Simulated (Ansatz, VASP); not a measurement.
Two plane-wave programs on Al32C (a cell with a defect)

```
Al C
1.0
     8.10000    0.00000    0.00000
     0.00000    8.10000    0.00000
     0.00000    0.00000    8.10000
Al C
32 1
Direct
  0.50023 0.01072 0.99992
  0.75270 0.25005 0.99998
  0.75449 0.00457 0.25457
  0.99986 0.00263 0.99998
  0.24741 0.25005 0.99998
  0.50022 0.48922 0.99992
  0.76085 0.74993 0.99993
  0.24579 0.00417 0.25417
  0.50006 0.25005 0.25263
  0.75462 0.49534 0.25469
  0.50006 0.00263 0.50005
  0.74897 0.24994 0.49994
  0.75462 0.00469 0.74534
  0.99986 0.49733 0.99998
  0.23934 0.74992 0.99992
  0.00020 0.24994 0.24874
  0.24566 0.49574 0.25431
  0.50023 0.74992 0.26072
  0.00020 0.99874 0.49993
  0.25138 0.24993 0.49993
  0.50006 0.49734 0.50005
  0.75270 0.74998 0.50005
  0.24565 0.00431 0.74574
  0.50006 0.25005 0.74734
  0.75474 0.49522 0.74522
  0.99986 0.74998 0.25263
  0.00019 0.50114 0.49993
  0.24741 0.74998 0.50005
  0.00019 0.24994 0.75114
  0.24553 0.49560 0.74560
  0.50022 0.74993 0.73921
  0.99986 0.74998 0.74733
  0.50019 0.74994 0.99993
```

Alike in both runs: functional LDA; k mesh 2 × 2 × 2; occupations gaussian, width 0.15 eV; no spin polarisation.

Ansatz relaxed the structure, and its values are those at the end. VASP's run is a single point on that final structure, the one shown.

|  | VASP | Ansatz |
| --- | --- | --- |
| version | VASP 6.6.1 | Ansatz 0.2.0 |
| potentials or method | VASP PAW LDA potentials, release 64 (Al, C) | scalar-relativistic, plane waves, PAW |
| plane-wave cutoff (eV) | 520 | 420 |
| valence electrons in the cell | 100 | 100 |

```csv
,VASP,Ansatz,Ansatz less VASP
rms of the force components (eV/Å),0.004,0.004,+0.0007
```

Caveats: the k mesh is coarse (spacing up to 0.39 Å⁻¹), so the values aren't converged.
